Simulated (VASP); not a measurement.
The system is NaCu.

```
CELL_PARAMETERS angstrom
2.94224 0.00000 0.00000
0.00000 2.94224 0.00000
0.00000 0.00000 4.04091
ATOMIC_POSITIONS crystal
Na 0.00000 0.00000 0.00000
Cu 0.50000 0.50000 0.50000
```

The cell was built by a generator and needn't be a form met in nature.

Base run:

| Quantity | Value |
| --- | --- |
| Program | VASP 6.6.1 |
| Functional | SCAN |
| Potentials or basis | VASP PAW PBE potentials, release 64 (Na_pv, Cu) |
| Cutoff | 520 eV |
| k mesh | 9 × 9 × 7 |
| Occupations | fermi-dirac, width 0.05 eV |
| Spin | no spin polarisation |

Its results: pressure 0.5 GPa.

**Question.** The run is repeated on the same cell with these changes: functional from SCAN to r2SCAN. What comes out?

**Answer.** Pressure 1.3 GPa.

Caveats: the PAW data sets were made with another functional, which shifts forces and pressure a little.
